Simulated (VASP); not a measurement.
As:

```
CELL_PARAMETERS angstrom
1.87975 1.08527 3.48577
-1.87975 1.08527 3.48577
0.00000 -2.17055 3.48577
ATOMIC_POSITIONS crystal
As 0.22754 0.22754 0.22754
As 0.77246 0.77246 0.77246
```

| Property | Result |
| --- | --- |
| Program | VASP 6.6.1 |
| Task | relaxation of cell and atoms |
| Functional | PBEsol |
| Potentials or basis | VASP PAW PBE potentials, release 64 (As) |
| Cutoff | 600 eV |
| k mesh | 15 × 15 × 15 |
| Occupations | gaussian, width 0.1 eV |
| Spin | no spin polarisation |

At the start: pressure 0.5 GPa; volume 21.33 Å³/atom.

Task: Where does the relaxation end?

Result: Over 12 steps the energy falls by 5.5 meV/atom and the volume is 20.90 Å³/atom (-2.1 %); space group R-3m (No. 166, to 0.05 Å).

Step by step:
| step | energy change (eV) | largest force (eV/Å) | pressure (GPa) | volume (Å³) |
| --- | --- | --- | --- | --- |
| 1 | 0.0000 | 0.2380 | 0.54 | 42.67 |
| 2 | -0.0036 | 0.0033 | -0.97 | 43.11 |
| 3 | -0.0037 | 0.0356 | -0.76 | 43.05 |
| 4 | -0.0072 | 0.0157 | -0.51 | 42.64 |
| 5 | -0.0106 | 0.0190 | 0.07 | 41.85 |
| 6 | -0.0107 | 0.0246 | 0.18 | 41.72 |
| 7 | -0.0109 | 0.0196 | -0.10 | 41.81 |
| 8 | -0.0109 | 0.0207 | -0.05 | 41.79 |
| 9 | -0.0109 | 0.0085 | 0.09 | 41.75 |
| 10 | -0.0110 | 0.0034 | 0.03 | 41.76 |
| 11 | -0.0110 | 0.0039 | 0.03 | 41.77 |
| 12 | -0.0110 | 0.0016 | 0.00 | 41.79 |

Final structure:
```
As
1.0
     1.89437    1.09372    3.36165
    -1.89437    1.09372    3.36165
     0.00000   -2.18744    3.36165
As
2
Cartesian
  0.0000 0.0000 2.3252
  0.0000 0.0000 7.7598
```

Caveat: the PAW data sets were made with another functional, which shifts forces and pressure a little.
